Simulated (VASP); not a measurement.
Given:

```yaml
crystal:
  lattice:
    - [4.02590, 0.00000, 0.00000]
    - [-2.01295, 3.48653, 0.00000]
    - [0.00000, 0.00000, 5.22090]
  atoms:
    - { symbol: Te, position: [0.33333, 0.66667, 0.25400] }
    - { symbol: Te, position: [0.66667, 0.33333, 0.74600] }
    - { symbol: Pt, position: [0.00000, 0.00000, 0.00000] }
```

Calculation: PBE GGA, VASP's PBE PAW potentials (set 64) (plane waves; VASP). Settings: 300 eV cut-off, 5×5×4 Γ-centred mesh, Gaussian smearing of 0.10 eV, potentials Te Pt.

**Question.** Give the energies of bands 3 to 14 at the high-symmetry points, in eV from the Fermi level.

**Answer.** 
| band | Γ | M | K | A | L | H |
|---|---|---|---|---|---|---|
| 3 | -6.99 | -7.00 | -7.00 | -6.01 | -7.51 | -6.36 |
| 4 | -6.09 | -5.42 | -5.81 | -6.01 | -5.97 | -6.36 |
| 5 | -6.09 | -5.09 | -5.81 | -4.86 | -5.68 | -6.30 |
| 6 | -4.08 | -3.98 | -4.64 | -4.12 | -4.75 | -4.33 |
| 7 | -4.08 | -3.79 | -4.64 | -4.12 | -3.81 | -4.33 |
| 8 | -2.91 | -3.74 | -3.95 | -2.49 | -3.73 | -4.29 |
| 9 | -0.73 | -3.67 | -2.32 | -1.57 | -3.50 | -3.81 |
| 10 | -0.73 | -3.65 | -2.12 | -1.35 | -2.73 | -2.94 |
| 11 | 0.91 | -3.09 | -2.12 | -1.35 | -0.96 | -2.94 |
| 12 | 0.91 | 0.00 | -0.36 | 2.06 | 0.35 | 2.25 |
| 13 | 1.25 | 2.38 | -0.36 | 2.06 | 1.19 | 2.25 |
| 14 | 2.51 | 3.56 | 2.53 | 3.89 | 4.05 | 5.59 |

It has no gap at this level: it comes out as a metal or semimetal.

The structure comes from a measured Te2Pt entry of the Crystallography Open Database, whose conditions weren't checked. The cell was not relaxed at this level. The k-mesh is coarse (spacing up to 0.36 per Å, 2π included), so the numbers may not be converged in it.
